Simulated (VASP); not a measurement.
Method: PBE GGA, VASP's PBE PAW potentials (set 64) (plane waves; VASP).

VASP ran on this input.

**POSCAR**
```
Co
1.0
  1.2621230000  -2.1288540000   0.0000000000
  1.2621230000   2.1288540000   0.0000000000
  0.0000000000   0.0000000000   4.1581130000
Co
2
Direct
  0.3333330000   0.6666670000   0.2500000000
  0.6771300000   0.3437960000   0.7500000000
```

### KPOINTS
```
Automatic mesh
0
Gamma
15 15 8
0 0 0
```

**INCAR**
```
SYSTEM = Co
PREC = Accurate
ENCUT = 400
EDIFF = 1E-6
NELM = 100
ALGO = Normal
LREAL = .FALSE.
LASPH = .TRUE.
ISMEAR = 1
SIGMA = 0.1
GGA = PE
LMAXMIX = 4
ISPIN = 2
MAGMOM = 1.8 1.8
LORBIT = 10
LWAVE = .FALSE.
LCHARG = .FALSE.
ISIF = 2
NUPDOWN = 2
```

POTCAR, in this order: Co (PBE.64 set). Program: vasp_std.

The resulting files:

### OUTCAR
```
 ion  position               nearest neighbor table
   1  0.333  0.667  0.250-   2 2.52   2 2.52   2 2.52   2 2.52   2 2.55   2 2.55
   2  0.677  0.344  0.750-   1 2.52   1 2.52   1 2.52   1 2.52   1 2.55   1 2.55
  LATTYP: Found a base centered orthorhombic cell.
 ALAT       =     2.5242460000
 B/A-ratio  =     1.6867246695
 C/A-ratio  =     1.6472693232
 Subroutine PRICEL returns:
 Original cell was already a primitive cell.
 Subroutine GETGRP returns: Found  4 space group operations
The static configuration has the point symmetry C_1 .
 The point group associated with its full space group is C_2h.
The dynamic configuration has the point symmetry C_1 .
The overall configuration has the point symmetry C_1 .
 Subroutine INISYM returns: Found  4 space group operations
 Subroutine IBZKPT returns following result:
 Found    565 irreducible k-points:

 Following reciprocal coordinates:
            Coordinates               Weight
  0.000000  0.000000  0.000000      1.000000
  0.066667  0.000000  0.000000      2.000000
  0.000000  0.066667  0.000000      2.000000
  0.133333 -0.000000  0.000000      2.000000
 -0.000000  0.133333  0.000000      2.000000
  0.200000  0.000000  0.000000      2.000000
  0.000000  0.200000  0.000000      2.000000
  0.266667 -0.000000  0.000000      2.000000
 -0.000000  0.266667  0.000000      2.000000
  0.333333  0.000000  0.000000      2.000000
  0.000000  0.333333  0.000000      2.000000
  0.400000  0.000000  0.000000      2.000000
  0.000000  0.400000  0.000000      2.000000
  0.466667  0.000000  0.000000      2.000000
  0.000000  0.466667  0.000000      2.000000
  0.066667  0.066667  0.000000      2.000000
  0.133333  0.066667  0.000000      2.000000
  0.066667  0.133333  0.000000      2.000000
  0.200000  0.066667  0.000000      2.000000
  0.066667  0.200000  0.000000      2.000000
...
```

### OSZICAR
```
       N       E                     dE             d eps       ncg     rms          rms(c)
DAV:   1     0.698037651070E+02    0.69804E+02   -0.70419E+03 34595   0.131E+03
DAV:   2    -0.141772288263E+02   -0.83981E+02   -0.77917E+02 33998   0.237E+02
DAV:   3    -0.159469823537E+02   -0.17698E+01   -0.17183E+01 40928   0.479E+01
DAV:   4    -0.159759398549E+02   -0.28958E-01   -0.28950E-01 48736   0.464E+00
DAV:   5    -0.159761284489E+02   -0.18859E-03   -0.18859E-03 41766   0.361E-01    0.147E+01
DAV:   6    -0.143020836155E+02    0.16740E+01   -0.14536E+01 36014   0.777E+01    0.696E+00
DAV:   7    -0.138084075414E+02    0.49368E+00   -0.21896E+00 37043   0.289E+01    0.263E+00
DAV:   8    -0.137853335060E+02    0.23074E-01   -0.22400E-02 48241   0.194E+00    0.126E+00
DAV:   9    -0.137754161870E+02    0.99173E-02   -0.27027E-03 51092   0.859E-01    0.386E-01
DAV:  10    -0.137743128265E+02    0.11034E-02   -0.45272E-04 45574   0.289E-01    0.114E-01
DAV:  11    -0.137741171228E+02    0.19570E-03   -0.84117E-05 45365   0.133E-01    0.332E-02
DAV:  12    -0.137741177830E+02   -0.66017E-06   -0.70268E-06 37863   0.273E-02
   1 F= -.13774118E+02 E0= -.13774033E+02  d E =-.254281E-03  mag=     1.9999
```

**OUTCAR**
```
------------------------ aborting loop because EDIFF is reached ----------------------------------------
  FORCE on cell =-STRESS in cart. coord.  units (eV):
  Direction    XX          YY          ZZ          XY          YZ          ZX
  --------------------------------------------------------------------------------------
  Total       -1.8821027     -1.1678760     -2.6417352     -0.0514032      0.0000000      0.0000000
  in kB     -134.9522291    -83.7401033   -189.4200868     -3.6857585      0.0000000      0.0000000
  external PRESSURE =    -136.0374731 kB  Pullay stress =       0.0000000 kB
  volume of cell :       22.34
      direct lattice vectors                 reciprocal lattice vectors
     1.262123000 -2.128854000  0.000000000     0.396157902 -0.234868150  0.000000000
     1.262123000  2.128854000  0.000000000     0.396157902  0.234868150  0.000000000
     0.000000000  0.000000000  4.158113000     0.000000000  0.000000000  0.240493705
 POSITION                                       TOTAL-FORCE (eV/Angst)
 -----------------------------------------------------------------------------------
      1.26212      0.70962      1.03953         0.060874      0.058922     -0.000000
      1.28853     -0.70962      3.11858        -0.060874     -0.058922      0.000000
 -----------------------------------------------------------------------------------
    total drift:                                0.000019     -0.000025     -0.000000
  FREE ENERGIE OF THE ION-ELECTRON SYSTEM (eV)
  ---------------------------------------------------
  free  energy   TOTEN  =       -13.7741177830 eV

  energy  without entropy=      -13.7738635020  energy(sigma->0) =      -13.77403302

 total charge

# of ion       s       p       d       tot
------------------------------------------
    1        0.470   0.490   7.256   8.217
    2        0.470   0.490   7.256   8.217
--------------------------------------------------
tot          0.941   0.979  14.513  16.433

 magnetization (x)

# of ion       s       p       d       tot
------------------------------------------
    1       -0.014  -0.045   1.083   1.024
    2       -0.014  -0.045   1.083   1.024
--------------------------------------------------
tot         -0.028  -0.089   2.165   2.048
```
(Selected blocks of OUTCAR.)

The compound is Co in the hcp structure. The cell was not relaxed at this level, atoms are displaced from their ideal sites. The run is one of a series of settings (NUPDOWN = 2 against the base run), some of them coarse on purpose.
